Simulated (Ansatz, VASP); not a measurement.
# Cross-check of TaN between VASP and Ansatz

Wanted: the spread between two codes on one cell, functional and k mesh. The structure shown is the end of the Ansatz relaxation below.

Main program and level: Ansatz 0.2.0; plane waves, with VASP 6.6.1 beside it; single point at LDA.

## 1. Set-up

The structure is hexagonal, space group P-6m2 (No. 187). Conventional cell: a = 2.994 Å, b = 2.994 Å, c = 2.822 Å, α = 90.00°, β = 90.00°, γ = 120.00°. Nearest to N lie 6 Ta at 2.23 Å. Nearest to Ta lie 6 N at 2.23 Å. Farther neighbours and most contacts between anions are not listed.

## 2. Ansatz: relaxation, LDA

Ansatz runs on its PAW soft_1 files.

This run makes the geometry at which the two programs are then compared.

input.yaml

```yaml
crystal:
  lattice:
    - [2.9937036757, 0.0, 0.0]
    - [-1.4968518378, 2.5926234346, 0.0]
    - [0.0, 0.0, 2.831117315]
  atoms:
    - { symbol: "N", position: [0.6666666667, 0.3333333333, 0.0] }
    - { symbol: Ta, position: [0.0, 0.0, 0.5] }
kpoints:
  mp_grid: { grid: [18, 18, 16] }
hamiltonian:
  xc: lda
  pseudopotentials: { kind: paw, azcp: { folder: soft_1 }, xc_functional: pbe }
scf:
  occupations: { method: methfessel_paxton, width: 0.2 }
output:
  forces: true
  stress: true
  eigenvalues: true
relax:
  adjacent_minimum: "off"
  f_tol: 0.001
  max_steps: 60
  cell: { stress_tol: 0.01, fix: [a, b, gamma] }
```

Command:

```bash
> ansatz run input.yaml --threads 4 --pin off --max-ram 10240MiB --backend cpu --events-out ev --progress --plain --runs-dir out
```

Numbers of over 12 decimals in the logs are rounded to 6 here.

Output:

```text
Engine: ansatz 0.2.0, aarch64-unknown-linux-gnu
Pseudopotentials: kind: paw
Pseudopotential: N, paw, valence charge 5, recommended cutoff 420 eV (normal), soft_1/N.paw.azcp
Pseudopotential: Ta, paw, valence charge 13, recommended cutoff 420 eV (normal), soft_1/Ta.paw.azcp
Functional definition: SPW92
  exchange = slater_x
  correlation = pw_c
Crystal: 2 atoms, lattice volume = 21.974 Å³
Basis set: ecut = 420 eV, 405 PW (Γ)
Bands: 13, of which v1, the nominal top of the filled ones, is band 9 counted from 1 (8 counted from 0)
Symmetry: 12 space group operations
Space group: P-6m2 (ITA 187), of the structure as read, at distance tolerance 2.8e-5 Å
k-points: 333 of 5184 (time reversal used)
Non-local potential: N, projectors of the file, l = 0: 2, l = 1: 2, l = 2: 1
Non-local potential: Ta, projectors of the file, l = 0: 3, l = 1: 2, l = 2: 2, l = 3: 1
PAW form: soft (Blöchl's): semilocal exchange-correlation on the pseudo side does not see the compensation charge
PAW frozen core: N, regenerated for the run's functional, and the local potential with it (the file was generated under x = pbe(κ = 0.804, μ = 0.219515), c = pbe(β = 0.066725))
PAW frozen core: Ta, regenerated for the run's functional, and the local potential with it (the file was generated under x = pbe(κ = 0.804, μ = 0.219515), c = pbe(β = 0.066725))
PAW one-centre angular grid: N, 110 points (default); XC on 64 Gauss nodes
PAW one-centre angular grid: Ta, 590 points (default); XC on 64 Gauss nodes
Initial density: superposition of atomic densities (chi_scale 0.1, normalization cell, long waves kept (reshape's long-wave potential 0.00 eV rms))
Initial wavefunctions: pseudopotential atomic-orbital guess
Functional: x = slater, c = lda
SCF iter   1: F=—  HF=-10059.964042 eV  |F-HF|=—  |Δ(HF+E_count)|=         —  Δρ=4.56e-2  dr2=2.40e-1  ethr=3.10e-3  ⟨swp⟩=5.0  Hψ=21627  notcnv=0
preconditioner: auto → none  [metal: Δε(μ)=0.062 eV  Ē_g=10.935 eV  σ=0.200 eV  W_gap=0.26  n_scr=8 (ndim 8)  ℏωp=25.0 eV  f_vac=0.000  D(μ)=0.06/eV (n_scr^D=0)  sad-step TF]
SCF iter   2: F=—  HF=-10059.952068 eV  |F-HF|=—  |Δ(HF+E_count)|=   1.20e-2  S|Δr|=    0.00e0  Δρ=2.83e-2  dr2=1.04e-1  ethr=1.33e-3  ⟨swp⟩=1.0  Hψ=6993  notcnv=0
SCF iter   3: F=—  HF=-10059.937861 eV  |F-HF|=—  |Δ(HF+E_count)|=   1.42e-2  S|Δr|=    0.00e0  Δρ=1.63e-3  dr2=2.69e-4  ethr=5.77e-4  ⟨swp⟩=2.1  Hψ=5602  notcnv=0
SCF iter   4: F=—  HF=-10059.937875 eV  |F-HF|=—  |Δ(HF+E_count)|=   1.35e-5  S|Δr|=    0.00e0  Δρ=4.70e-4  dr2=4.35e-5  ethr=1.49e-6  ⟨swp⟩=2.0  Hψ=5944  notcnv=0
SCF iter   5: F=—  HF=-10059.937865 eV  |F-HF|=—  |Δ(HF+E_count)|=   9.90e-6  S|Δr|=    0.00e0  Δρ=4.34e-5  dr2=2.59e-7  ethr=2.42e-7  ⟨swp⟩=2.0  Hψ=5584  notcnv=0
SCF iter   6: F=-10059.937865 eV  HF=-10059.937865 eV  |F-HF|=3.52e-9  |Δ(HF+E_count)|=   1.41e-8  S|Δr|=    0.00e0  Δρ=1.10e-5  dr2=8.25e-9  ethr=5.56e-10  ⟨swp⟩=6.1  Hψ=20773  notcnv=0
SCF 1 converged in 6 iterations: F = -10059.937865 eV  dr2 = 8.25e-9
  greatest PAW one-centre occupation: 0.999 electrons in one spin orbital (limit 2), on the Ta atom at site 1 (counted from 0), in its partial waves of l = 0
relax step   1: F+E_penalty+E_count = -10059.93786465 eV  Δ(F+E_penalty+E_count) = +0.000e0 eV  max|allowed force component| = 2.776e-17 eV/Å  Δτ_max = 0.0000 Å  P = -16.475 GPa  Ω = 21.974 Å³  fix = [a, b, gamma]  reactions: a -23.340, b -23.340 GPa  (6 SCF iters, dr2 threshold 1.00e-7 eV, accepted)
[...]
relax step   3: F+E_penalty+E_count = -10059.93863200 eV  Δ(F+E_penalty+E_count) = -3.849e-4 eV  max|allowed force component| = 1.156e-16 eV/Å  Δτ_max = 0.0000 Å  P = -15.319 GPa  Ω = 21.903 Å³  energy of the carried Pulay correction = +1.516e-4 eV  fix = [a, b, gamma]  reactions: a -22.966, b -22.966 GPa  (3 SCF iters, dr2 threshold 2.00e-7 eV, accepted)
[...]
relax step   4: F+E_penalty+E_count = -10059.93863337 eV  Δ(F+E_penalty+E_count) = -1.371e-6 eV  max|allowed force component| = 9.252e-17 eV/Å  Δτ_max = 0.0000 Å  P = -15.310 GPa  Ω = 21.902 Å³  energy of the carried Pulay correction = +1.529e-4 eV  fix = [a, b, gamma]  reactions: a -22.963, b -22.963 GPa  (3 SCF iters, dr2 threshold 1.39e-9 eV, accepted)
[...]
relax step   5: F+E_penalty+E_count = -10059.93847469 eV  Δ(F+E_penalty+E_count) = +1.587e-4 eV  max|allowed force component| = 1.110e-16 eV/Å  Δτ_max = 0.0000 Å  P = -15.320 GPa  Ω = 21.902 Å³  fix = [a, b, gamma]  reactions: a -22.970, b -22.970 GPa  stress off target by 2.07e-2 GPa on what of the cell is left free  SCF on the basis re-selected at this cell (its energy is not comparable with the rows above)  (4 SCF iters)
[...]
relax step   6: F+E_penalty+E_count = -10059.93847588 eV  Δ(F+E_penalty+E_count) = -1.183e-6 eV  max|allowed force component| = 6.476e-17 eV/Å  Δτ_max = 0.0000 Å  P = -15.311 GPa  Ω = 21.902 Å³  energy of the carried Pulay correction = +1.148e-6 eV  fix = [a, b, gamma]  reactions: a -22.967, b -22.967 GPa  (2 SCF iters, dr2 threshold 1.07e-9 eV, accepted)
[...]
relax step   7: F+E_penalty+E_count = -10059.93847492 eV  Δ(F+E_penalty+E_count) = +9.518e-7 eV  max|allowed force component| = 5.551e-17 eV/Å  Δτ_max = 0.0000 Å  P = -15.311 GPa  Ω = 21.902 Å³  fix = [a, b, gamma]  reactions: a -22.967, b -22.967 GPa  stress off target by 1.17e-4 GPa on what of the cell is left free  SCF on the basis re-selected at this cell (its energy is not comparable with the rows above)  (4 SCF iters)
basis re-selected at this cell: Δ(F+E_penalty+E_count) = +9.518e-7 eV, ΔP = +0.000 GPa vs the last step (what re-selecting the basis moved, of the pressure what is left beyond the Pulay correction that the steps carried, after the strain that the cell walked since its last selection, with what the two solves' SCF thresholds leave and, on support functions, any second-order correction that the steps lacked; it is no m [...]
SCF converged after 4 iterations
Stability not checked: this state was not tested for a lower state beside it, because cold or Methfessel-Paxton smearing, or corrected tetrahedra, fill the levels in a way that the test cannot read (fill_not_monotonic; see scf.lower_state_search)
Free energy (F): -10059.938475 eV
Harris-Foulkes:  -10059.938475 eV  (|F-HF|=3.64e-12)
Internal energy: -10059.939507 eV  (E = F + TS)
E sigma→0 (E₀):  -10059.938733 eV
Entropy (-TS):   0.001032 eV (0.516 meV/atom)
Fermi energy:    19.354864 eV
--- Per-component energies (eV) ---
  E_band       = -65.783068
  E_kinetic    = 522.083703
  E_local      = -610.518844  (includes V_loc(G=0)·N_el)
  E_nonlocal   = 30.103842
  E_hartree    = 215.523751
  E_xc         = -378.087039
  E_vxc        = -309.966498  (∫ρ·V_xc dr)
  E_paw        = -8176.381043  (= ΣΔE_a)
  E_vpaw       = -128.533697  (= ΣTr[D̂ρ^β])
  E_aug_tail   = 0.000926  (compensation charges beyond the density's cutoff)
  E_ewald      = -1663.003844
  E_core_change = 0.339041  (= ΣΔE_core)
  E_smearing   = 0.001032  (= −TS)
  E_closure    = 0.000000  (closes the sum)
  Σ components = -10059.938475   (vs F -10059.938475, Δ=0.00e0)
--- Forces (eV/Å), atoms counted from 1 ---
  atom   1  N      0.00000000    -0.00000000    -0.00000000
  atom   2  Ta    -0.00000000    -0.00000000     0.00000000
  max |Σ_I F_I| component: 4.07e-16 eV/Å
--- Stress (GPa, compression-positive) ---
      -22.966918       0.000000      -0.000000
        0.000000     -22.966918      -0.000000
       -0.000000      -0.000000      -0.000117
  P = ⅓ Tr σ = -15.3113 GPa (-153.113 kbar)
--- Band table (eV; the first three rows and the last of 333) ---
  k-point 0: bands = [... 5 lower, 14.6147, 14.6147, 15.3601, 16.7797, 21.2872, 23.1127, 23.1127, 23.3555]
  k-point 1: bands = [... 5 lower, 14.6487, 14.6487, 15.0998, 16.9787, 21.4445, 22.3864, 22.3864, 23.9217]
  k-point 2: bands = [... 5 lower, 14.4534, 14.7460, 14.7460, 17.5093, 21.5251, 21.5251, 21.8581, 24.2966]
  k-point 332: bands = [... 5 lower, 11.2113, 12.8338, 15.6212, 19.1797, 23.5139, 24.2919, 26.0892, 26.8028]
--- Relaxed structure (5 steps of the walk, 5 accepted, 2 SCFs on fresh bases) ---
  F+E_penalty+E_count = -10059.93847492 eV   max|allowed force component| = 5.551e-17 eV/Å   (the final SCF, on the basis selected at the relaxed cell)
  cell:  # Å, volume = 21.9017 Å³
    - [2.993704, -2.8867421908789493e-11, -1.819589923981536e-19]
    - [-1.496852, 2.592623, 0]
    - [-1.72076901991258e-19, 0, 2.821818]
  atoms:
    - { symbol: N, position: [0.666667, 0.333333, 0] }
    - { symbol: Ta, position: [-3.700743415524895e-17, 0, 0.5] }
```

## 3. VASP: single point, LDA, pair 1

The same cell, functional (in two slightly different forms), mesh and smearing now go to VASP, with its own data sets.

Lines of VASP's logs that name or quote its potential files are left out, and so is its time.

INCAR

```
SYSTEM = TaN
PREC = Accurate
ENCUT = 600
EDIFF = 1E-06
NELM = 120
ISMEAR = 1
SIGMA = 0.2
LREAL = .FALSE.
ALGO = Normal
GGA = PW92
NBANDS = 14
LASPH = .TRUE.
LORBIT = 11
LWAVE = .FALSE.
LCHARG = .FALSE.
ISIF = 2
GGA_COMPAT = .FALSE.
KPAR = 2
```

POSCAR

```
TaN
1.0
    2.9937036757      0.0000000000      0.0000000000
   -1.4968518378      2.5926234346      0.0000000000
    0.0000000000      0.0000000000      2.8218177293
N Ta
1 1
Direct
    0.6666666667      0.3333333333      0.0000000000
    0.0000000000      1.0000000000      0.5000000000
```

KPOINTS

```
Automatic mesh
0
Gamma
18 18 16
0 0 0
```

PAW data sets: N and Ta_pv (LDA family, release 64).

Command:

```bash
> mpirun -np 2 vasp_std
```

Output:

```text
[banner, memory and clock lines left out]
running    2 mpi-ranks, on    1 nodes
 distrk:  each k-point on    1 cores,    2 groups
 distr:  one band on    1 cores,    1 groups

 POSCAR found type information on POSCAR N Ta
 POSCAR found :  2 types and       2 ions
|                                                                             |
|               ----> ADVICE to this user running VASP <----                  |
|                                                                             |
|     You enforced a specific xc type in the INCAR file but a different       |
|     [... a line on the potential file left out ...]
|     I HOPE YOU KNOW WHAT YOU ARE DOING!                                     |
|                                                                             |

 LDA part: xc-table for (Slater(with rela. corr.)+PW92), standard interpolation
 POSCAR, INCAR and KPOINTS ok, starting setup
 FFT: planning ... GRIDC
 FFT: planning ... GRID_SOFT
 FFT: planning ... GRID
 WAVECAR not read
 entering main loop
       N       E                     dE             d eps       ncg     rms          rms(c)
DAV:   1     0.977589335923E+02    0.97759E+02   -0.97519E+03  9332   0.132E+03
DAV:   2    -0.238329590019E+02   -0.12159E+03   -0.11533E+03 11454   0.328E+02
DAV:   3    -0.271910210365E+02   -0.33581E+01   -0.33387E+01 10644   0.511E+01
DAV:   4    -0.272076383336E+02   -0.16617E-01   -0.16615E-01 11238   0.394E+00
DAV:   5    -0.272077567209E+02   -0.11839E-03   -0.11839E-03 10914   0.314E-01    0.228E+01
DAV:   6    -0.248105275806E+02    0.23972E+01   -0.47556E+00 10104   0.251E+01    0.956E+00
DAV:   7    -0.246800970848E+02    0.13043E+00   -0.36791E-01 11952   0.588E+00    0.667E+00
DAV:   8    -0.246431130524E+02    0.36984E-01   -0.15540E-01 12510   0.356E+00    0.130E+00
DAV:   9    -0.246384625003E+02    0.46506E-02   -0.11381E-02 10014   0.904E-01    0.171E-01
DAV:  10    -0.246382399950E+02    0.22251E-03   -0.66032E-04 12408   0.298E-01    0.990E-02
DAV:  11    -0.246382177694E+02    0.22226E-04   -0.39900E-05 10302   0.615E-02    0.174E-02
DAV:  12    -0.246382178112E+02   -0.41814E-07   -0.23012E-06 12168   0.137E-02
   1 F= -.24638218E+02 E0= -.24638596E+02  d E =0.113497E-02
```

From OUTCAR (step 3):

```text
ion  position               nearest neighbor table
   1  0.667  0.333  0.000-   2 2.23   2 2.23   2 2.23   2 2.23   2 2.23   2 2.23
   2  0.000  0.000  0.500-   1 2.23   1 2.23   1 2.23   1 2.23   1 2.23   1 2.23

  LATTYP: Found a hexagonal cell.
 ALAT       =     2.9937036757
 C/A-ratio  =     0.9425841817

 Subroutine GETGRP returns: Found 12 space group operations
 (whereof 12 operations were pure point group operations)

The static configuration has the point symmetry D_3h.

 Found    333 irreducible k-points:

   k-points           NKPTS =    333   k-points in BZ     NKDIM =    333   number of bands    NBANDS=     14

   dimension x,y,z NGX =    24 NGY =   24 NGZ =   24
   dimension x,y,z NGXF=    48 NGYF=   48 NGZF=   48

   ENCUT  =  600.0 eV  44.10 Ry    6.64 a.u.   5.98  5.98  5.64*2*pi/ulx,y,z

   NELECT =      16.0000    total number of electrons

 k-points in reciprocal lattice and weights: Automatic mesh
   0.00000000  0.00000000  0.00000000       0.000
   0.05555556  0.00000000  0.00000000       0.001
   0.11111111  0.00000000  0.00000000       0.001
   0.16666667  0.00000000  0.00000000       0.001
   0.22222222  0.00000000  0.00000000       0.001
   0.27777778  0.00000000  0.00000000       0.001
   0.33333333  0.00000000  0.00000000       0.001
   0.38888889  0.00000000  0.00000000       0.001
   0.44444444  0.00000000  0.00000000       0.001
[...]
0.33333333  0.27777778  0.50000000       0.002
   0.33333333  0.33333333  0.50000000       0.000

 average (electrostatic) potential at core
       1 -61.5693       2 -35.6967

 E-fermi :   7.8855

 k-point     1 :       0.0000    0.0000    0.0000
  band No.  band energies     occupation
    ...
      4      -9.5139      2.00000
      5       3.1615      2.00000
      6       3.1615      2.00000
      7       3.8923      2.00000
      8       5.3478      2.00000
      9       9.8924     -0.00000
     10      11.6653     -0.00000
     11      11.6653     -0.00000
     12      11.8803     -0.00000
     13      11.8803     -0.00000
    ...

 k-point     2 :       0.0556    0.0000    0.0000
  band No.  band energies     occupation
    ...
      4      -9.4518      2.00000
      5       2.9706      2.00000
      6       3.2101      2.00000
      7       3.9780      2.00000
      8       5.2582      2.00000
      9      10.1291     -0.00000
     10      11.5295     -0.00000
     11      11.6670     -0.00000
     12      11.8513     -0.00000
     13      11.9680      0.00000
    ...

 k-point     3 :       0.1111    0.0000    0.0000
  band No.  band energies     occupation
    ...
      4      -9.2720      2.00000
      5       2.5072      2.00000
      6       3.3495      2.00000
      7       4.1865      2.00000
      8       5.0147      2.00000
      9      10.7494     -0.00000
     10      11.1804     -0.00000
     11      11.6799     -0.00000
     12      11.7690     -0.00000
     13      12.1987      0.00000
    ...

  Total       -2.9693641     -2.9693641      0.1934384     -0.0000000      0.0000000     -0.0000000
  in kB     -217.2185061   -217.2185061     14.1506424     -0.0000000      0.0000000     -0.0000000
  external PRESSURE =    -140.0954566 kB  Pullay stress =       0.0000000 kB

  energy-cutoff  :      600.00
  volume of cell :       21.90
      direct lattice vectors                 reciprocal lattice vectors
     2.993703676  0.000000000  0.000000000     0.334034396  0.192854849  0.000000000
    -1.496851838  2.592623435  0.000000000     0.000000000  0.385709697  0.000000000
     0.000000000  0.000000000  2.821817729     0.000000000  0.000000000  0.354381500

 POSITION                                       TOTAL-FORCE (eV/Angst)
 -----------------------------------------------------------------------------------
      1.49685      0.86421      0.00000        -0.000000      0.000000      0.000000
      0.00000      0.00000      1.41091         0.000000     -0.000000      0.000000
 -----------------------------------------------------------------------------------
    total drift:                               -0.000000      0.000000      0.000000

  FREE ENERGIE OF THE ION-ELECTRON SYSTEM (eV)
  ---------------------------------------------------
  free  energy   TOTEN  =       -24.6382178112 eV

  energy  without entropy=      -24.6393527819  energy(sigma->0) =      -24.63859613

 total charge
# of ion       s       p       d       tot
------------------------------------------
    1        1.211   2.467   0.000   3.678
    2        0.299   6.256   2.439   8.994
--------------------------------------------------
tot          1.510   8.723   2.439  12.673

[... 3 further parts left out ...]
```

The run ends at a pressure of -14.01 GPa.

## 4. Differences

Known differences besides the potentials themselves: the data sets hold 18 valence electrons in Ansatz (on its PAW soft_1 files) and 16 in VASP; the cutoff is 420 eV in Ansatz and 600 eV in VASP; VASP's log shows a relativistic correction to its local exchange, Ansatz's none; Ansatz's pressure holds a Pulay correction, VASP's none. Total energies have different zeros and are not compared.

Compared:

```csv
quantity,Ansatz,VASP,difference
pressure (GPa),-15.31,-14.01,-1.30
```

## 5. Other set-ups

Further runs change the set-up of one program: Ansatz's method, potentials or start, or VASP's data sets, cutoff or form of LDA. The table gives that difference for each run.

```
                                   run  pressure (GPa)
                              as above            -1.3
VASP with the data sets N and Ta_sv_GW           -0.70
```

## 6. Ansatz: relaxation, LDA

This run makes the geometry at which the two programs are then compared. The cell compared in this pair holds 22.26 Å³, against 21.90 Å³ for the pair before.

The structure compared here is the end of the Ansatz relaxation.

Edit input.yaml of step 2 so:

```diff
@@ -2,5 +2,5 @@
   lattice:
-    - [2.9937036757, 0.0, 0.0]
-    - [-1.4968518378, 2.5926234346, 0.0]
-    - [0.0, 0.0, 2.831117315]
+    - [3.02276876, 0.0, 0.0]
+    - [-1.51138438, 2.6177945359, 0.0]
+    - [0.0, 0.0, 2.8218177293]
   atoms:
```

Command:

```bash
> ansatz run input.yaml --threads 4 --pin off --max-ram 10240MiB --backend cpu --events-out ev --progress --plain --runs-dir out
```

Output:

```text
[...]
Crystal: 2 atoms, lattice volume = 22.329 Å³
Basis set: ecut = 420 eV, 417 PW (Γ)
Bands: 13, of which v1, the nominal top of the filled ones, is band 9 counted from 1 (8 counted from 0)
Symmetry: 12 space group operations
[...]
k-points: 333 of 5184 (time reversal used)
[...]
k-point 332: bands = [... 5 lower, 10.9681, 12.5193, 15.3015, 18.8576, 22.9483, 23.8062, 25.6145, 26.2984]
--- Relaxed structure (5 steps of the walk, 5 accepted, 2 SCFs on fresh bases) ---
[...]
cell:  # Å, volume = 22.2603 Å³
    - [3.022769, 0, 0.0]
    - [-1.511384, 2.617795, 0.0]
    - [0.0, 0.0, 2.813140]
  atoms:
    - { symbol: N, position: [0.666667, 0.333333, 0.0] }
    - { symbol: Ta, position: [-3.7007434155248937e-17, 0, 0.500000] }
[key lines of the parts left out:]
SCF converged after 4 iterations
Free energy (F): -10059.868610 eV
Fermi energy:    19.006823 eV
P = ⅓ Tr σ = -19.5991 GPa (-195.991 kbar)
```

[end of part 1 of 2]

[Lines on the potential files, build, host, timing and source positions are cut from VASP's logs without a mark.]

[Logs are printed without paths, hosts, clocks, repeated set-up lines and the standing remarks that a program may print on its own settings, such as how far it seeks lower states.]

[Hosts, paths, dates, database ids (printed as entryN), source tags and the programs' standing remarks are cut or masked in the printed files.]
